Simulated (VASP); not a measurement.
```yaml
crystal:
  lattice:
    - [-1.45534, 1.45534, 1.45534]
    - [1.45534, -1.45534, 1.45534]
    - [1.45534, 1.45534, -1.45534]
  atoms:
    - { symbol: V, position: [0.00000, 0.00000, 0.00000] }
```

Method: SCAN meta-GGA, VASP's PBE PAW potentials (set 64) (plane waves; VASP). Settings: 520 eV cut-off, 17×17×17 Γ-centred mesh, first-order Methfessel-Paxton smearing of 0.10 eV, potentials V_sv.

Q: Give the stress tensor in GPa (positive for a compressed cell).

A: 
```
14.89   0.00   0.00
 0.00  14.89   0.00
 0.00   0.00  14.89
```
The pressure is its mean diagonal, 14.89 GPa.

The compound is V in the bcc structure. This cell is one point of a volume scan, at 0.94 of the reference volume. The run is not spin-polarised, so no magnetic state was tried.
